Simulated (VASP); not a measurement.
Calculation: PBEsol GGA, VASP's PBE PAW potentials (set 64) (plane waves; VASP 6.6.1).

VASP ran on this input.

**INCAR**
```
GGA=PS   ! PBEsol
LREAL=.FALSE.   ! projection in real space or not
LMAXMIX=6   ! l cut-off of mixed one-centre charges
SIGMA=0.1   ! width (eV)
SYSTEM=WC
ALGO=Normal   ! blocked Davidson
NELM=100   ! most electronic steps
NSW=40   ! most ionic steps
EDIFF=1E-6
EDIFFG=-0.02   ! ionic stop
IBRION=2   ! conjugate gradients
PREC=Accurate
ENCUT=620
ISMEAR=1   ! Methfessel-Paxton
ISIF=3   ! ions, shape and volume
LASPH=.TRUE.   ! aspherical one-centre terms
LCHARG=.FALSE.
LWAVE=.FALSE.
PSTRESS=50
```

**POSCAR**
```
WC
1
    1.4505020909    -2.5123433923     0.0000000000
    1.4505020909     2.5123433923     0.0000000000
    0.0000000000     0.0000000000     2.8318696859
W C
1 1
Direct
  0.0000000000   0.0000000000   0.0000000000
  0.3333330000   0.6666670000   0.5000000000
```

File KPOINTS:
```
kpoints
0
Gamma
14 14 13
```

POTCAR, in this order: W_sv C (PBE.64 set). Program: vasp_std.

The resulting files:

File OSZICAR:
```
       N       E                     dE             d eps       ncg     rms          rms(c)
DAV:   1     0.121677080963E+03    0.12168E+03   -0.10924E+04  4368   0.174E+03
DAV:   2    -0.223393546204E+02   -0.14402E+03   -0.14059E+03  5003   0.413E+02
DAV:   3    -0.267644670234E+02   -0.44251E+01   -0.43828E+01  5369   0.652E+01
DAV:   4    -0.268080621123E+02   -0.43595E-01   -0.43565E-01  4773   0.693E+00
DAV:   5    -0.268084166646E+02   -0.35455E-03   -0.35454E-03  5216   0.646E-01    0.335E+01
DAV:   6    -0.240096702918E+02    0.27987E+01   -0.87132E+00  4948   0.307E+01    0.934E+00
DAV:   7    -0.239339767549E+02    0.75694E-01   -0.36701E-01  4548   0.553E+00    0.627E+00
DAV:   8    -0.239022692808E+02    0.31707E-01   -0.71414E-02  4883   0.239E+00    0.759E-01
DAV:   9    -0.239012389765E+02    0.10303E-02   -0.38817E-03  4676   0.473E-01    0.143E-01
DAV:  10    -0.239010950472E+02    0.14393E-03   -0.28865E-04  5068   0.236E-01    0.630E-02
DAV:  11    -0.239010936943E+02    0.13530E-05   -0.23289E-05  4818   0.452E-02    0.103E-02
DAV:  12    -0.239010927114E+02    0.98289E-06   -0.42745E-06  4643   0.182E-02
   1 F= -.23256983E+02 E0= -.23256993E+02  d E =-.232570E+02
       N       E                     dE             d eps       ncg     rms          rms(c)
DAV:   1    -0.241496609400E+02   -0.24857E+00   -0.76590E+00  4423   0.408E+01    0.899E+00
DAV:   2    -0.238876232510E+02    0.26204E+00   -0.57993E-01  4458   0.104E+01    0.182E+00
DAV:   3    -0.238452990560E+02    0.42324E-01   -0.73407E-02  4723   0.277E+00    0.581E-01
DAV:   4    -0.238394163057E+02    0.58828E-02   -0.14849E-02  4868   0.142E+00    0.732E-01
DAV:   5    -0.238394076002E+02    0.87055E-05   -0.13799E-03  4908   0.436E-01    0.383E-02
DAV:   6    -0.238393701980E+02    0.37402E-04   -0.16294E-04  4973   0.106E-01    0.717E-03
DAV:   7    -0.238393689908E+02    0.12072E-05   -0.67052E-06  4783   0.290E-02    0.758E-03
DAV:   8    -0.238393687554E+02    0.23540E-06   -0.67142E-07  2284   0.116E-02
   2 F= -.23225258E+02 E0= -.23225214E+02  d E =0.317243E-01
       N       E                     dE             d eps       ncg     rms          rms(c)
DAV:   1    -0.240770541798E+02   -0.23769E+00   -0.44595E+00  4443   0.321E+01    0.649E+00
DAV:   2    -0.239237394882E+02    0.15331E+00   -0.39392E-01  4488   0.796E+00    0.132E+00
DAV:   3    -0.239011126721E+02    0.22627E-01   -0.43463E-02  4673   0.188E+00    0.401E-01
DAV:   4    -0.238974493751E+02    0.36633E-02   -0.10429E-02  4813   0.120E+00    0.490E-01
DAV:   5    -0.238974851791E+02   -0.35804E-04   -0.78197E-04  4886   0.331E-01    0.370E-02
DAV:   6    -0.238974490040E+02    0.36175E-04   -0.12176E-04  4963   0.873E-02    0.457E-03
DAV:   7    -0.238974492850E+02   -0.28100E-06   -0.51055E-06  4728   0.220E-02
   3 F= -.23260958E+02 E0= -.23260954E+02  d E =-.397554E-02
       N       E                     dE             d eps       ncg     rms          rms(c)
DAV:   1    -0.238973060470E+02    0.14296E-03   -0.18957E-04  4443   0.206E-01    0.427E-02
DAV:   2    -0.238972992143E+02    0.68327E-05   -0.15883E-05  4473   0.520E-02    0.861E-03
DAV:   3    -0.238972982974E+02    0.91689E-06   -0.17493E-06  2501   0.128E-02
   4 F= -.23260959E+02 E0= -.23260954E+02  d E =-.397632E-02
       N       E                     dE             d eps       ncg     rms          rms(c)
DAV:   1    -0.238970225970E+02    0.27662E-03   -0.73332E-04  4413   0.405E-01    0.825E-02
DAV:   2    -0.238969953887E+02    0.27208E-04   -0.63801E-05  4443   0.104E-01    0.158E-02
DAV:   3    -0.238969915957E+02    0.37930E-05   -0.73916E-06  4588   0.257E-02    0.598E-03
DAV:   4    -0.238969911989E+02    0.39685E-06   -0.16698E-06  2524   0.155E-02
   5 F= -.23260951E+02 E0= -.23260946E+02  d E =-.396874E-02
       N       E                     dE             d eps       ncg     rms          rms(c)
DAV:   1    -0.238986666320E+02   -0.16750E-02   -0.22866E-02  4443   0.200E+00    0.287E-01
DAV:   2    -0.238980704773E+02    0.59615E-03   -0.17371E-03  4553   0.481E-01    0.836E-02
DAV:   3    -0.238979373066E+02    0.13317E-03   -0.16919E-04  4723   0.122E-01    0.309E-02
DAV:   4    -0.238979105860E+02    0.26721E-04   -0.61808E-05  4843   0.815E-02    0.205E-02
DAV:   5    -0.238979101518E+02    0.43422E-06   -0.29663E-06  4553   0.174E-02
   6 F= -.23260916E+02 E0= -.23260918E+02  d E =0.353385E-04
       N       E                     dE             d eps       ncg     rms          rms(c)
DAV:   1    -0.238976846889E+02    0.22590E-03   -0.76184E-03  4443   0.115E+00    0.166E-01
DAV:   2    -0.238974871271E+02    0.19756E-03   -0.57661E-04  4543   0.277E-01    0.484E-02
DAV:   3    -0.238974436510E+02    0.43476E-04   -0.56000E-05  4713   0.700E-02    0.181E-02
DAV:   4    -0.238974352703E+02    0.83807E-05   -0.20745E-05  4833   0.473E-02    0.118E-02
DAV:   5    -0.238974355857E+02   -0.31540E-06   -0.95800E-07  2654   0.102E-02
   7 F= -.23260993E+02 E0= -.23260991E+02  d E =-.410559E-04
```

File OUTCAR:
```
------------------------ aborting loop because EDIFF is reached ----------------------------------------
  FORCE on cell =-STRESS in cart. coord.  units (eV):
  Direction    XX          YY          ZZ          XY          YZ          ZX
  --------------------------------------------------------------------------------------
  Total        0.6232843      0.6232843      0.6308523      0.0000000      0.0000000     -0.0000000
  in kB       48.9662246     48.9662275     49.5607780      0.0000000      0.0000000     -0.0000000
  external PRESSURE =      -0.8355900 kB  Pullay stress =      50.0000000 kB
  volume of cell :       20.39
      direct lattice vectors                 reciprocal lattice vectors
     1.444276156 -2.501559757  0.000000000     0.346194180 -0.199875297 -0.000000000
     1.444276156  2.501559757  0.000000000     0.346194180  0.199875297 -0.000000000
     0.000000000  0.000000000  2.822338029    -0.000000000  0.000000000  0.354316170
 POSITION                                       TOTAL-FORCE (eV/Angst)
 -----------------------------------------------------------------------------------
      0.00000      0.00000      0.00000         0.000000     -0.000000      0.000000
      1.44428      0.83385      1.41117        -0.000000      0.000000      0.000000
 -----------------------------------------------------------------------------------
    total drift:                                0.000000     -0.000376      0.000000
  FREE ENERGIE OF THE ION-ELECTRON SYSTEM (eV)
  ---------------------------------------------------
  free  energy   TOTEN  =       -23.8974355857 eV

  energy  without entropy=      -23.8974298401  energy(sigma->0) =      -23.89743367
  enthalpy is  TOTEN    =       -23.2609925066 eV   P V=        0.6364430791

 reached required accuracy - stopping structural energy minimisation
```
(Selected blocks of OUTCAR.)

CONTCAR:
```
WC
   1.00000000000000
     1.4442761557737280   -2.5015597568126111    0.0000000000000000
     1.4442761557737280    2.5015597568126111    0.0000000000000000
     0.0000000000000000    0.0000000000000000    2.8223380285167887
  W               C
     1     1
Direct
     0.0000000000000000    0.0000000000000000    0.0000000000000000
     0.3333330000000032    0.6666669999999968    0.5000000000000000
```

The compound is WC in the wc structure. This run relaxes it under an external pressure of 5 GPa. Symmetry was kept, so distortions that lower it aren't found.
